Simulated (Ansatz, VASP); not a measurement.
**CaGe2N3: VASP beside Ansatz**

```
Ca Ge N
1.0
     3.54931    0.00000    0.00000
    -1.77466    3.07380    0.00000
     0.00000    0.00000    8.65025
Ca Ge N
1 2 3
Direct
  0.00000 0.00000 0.00000
  0.33333 0.66667 0.67419
  0.66667 0.33333 0.32581
  0.00000 0.00000 0.50000
  0.33333 0.66667 0.15175
  0.66667 0.33333 0.84825
```

Change from the starting cell: species swapped into the Sn3Te2Se type (P-3m1, No. 164).

Alike in both runs: task single point; functional PBE; k mesh 6 × 6 × 2; occupations gaussian, width 0.1 eV; no spin polarisation.

|  | VASP | Ansatz |
| --- | --- | --- |
| version | VASP 6.6.1 | Ansatz 0.2.0 |
| potentials or method | VASP PAW PBE potentials, release 64 (Ca_sv, Ge_d, N) | scalar-relativistic, plane waves, PAW |
| plane-wave cutoff (eV) | 520 | 420 |
| valence electrons in the cell | 53 | 53 |

VASP gave:

- gap on the k mesh at the Fermi level (eV): none
- pressure (GPa): -19.3
- largest component of the traceless stress (GPa): 2.72
- rms of the force components (eV/Å): 0.978

**Question.** Estimate Ansatz's values.

**Answer.** gap on the k mesh at the Fermi level (eV): none; pressure (GPa): -19.5; largest component of the traceless stress (GPa): 2.70; rms of the force components (eV/Å): 0.972.

Atom by atom the forces differ by 0.007 eV/Å (rms over components). A gap of «none» marks a metal or a gap that the smearing closes.

Caveats: the k mesh is coarse (spacing up to 0.36 Å⁻¹), so the values aren't converged; so large a pressure means that the cell lies far from this level's equilibrium, or that cutoff or potentials fall short (VASP); forces of over 1 eV/Å show positions far from the minimum, so gaps and moduli don't describe the material at rest.
